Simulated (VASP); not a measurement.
Input:

```
Al2Au
1.0
    0.00000     3.00000     3.00000
    3.00000     0.00000     3.00000
    3.00000     3.00000     0.00000
Al Au
2 1
Cartesian
  1.50000   1.50000   1.50000
  4.50000   4.50000   4.50000
  0.00000   0.00000   0.00000
```

The numbers are results of r2SCAN meta-GGA, VASP's PBE PAW potentials (set 64) (plane waves; VASP 6.6.1), not measurements. Settings: 480 eV cut-off, 8×8×8 Γ-centred mesh, first-order Methfessel-Paxton smearing of 0.10 eV, potentials Al Au.

Each relaxation starts from this cell; other phases were not tried.

Question: The cell is relaxed at 15 GPa. What happens?

Answer: The volume per atom goes from 18.00 to 16.31 Å³ (-9.4 %), and the cell becomes a = b = c = 5.806 Å, α = β = γ = 90.00°, space group Fm-3m.

Question: The cell is relaxed at 20 GPa. What happens?

Answer: The volume per atom goes from 18.00 to 15.90 Å³ (-11.7 %), and the cell becomes a = b = c = 5.7570 Å, α = β = γ = 90.00°, space group Fm-3m.

Failed runs are left out, and for metals the shear rows, which the mesh's noise covers.

The compound is AuAl2 in the fluorite structure. The cell was not relaxed at this level. The electron count is odd and the run is not spin-polarised, which forces a metal.
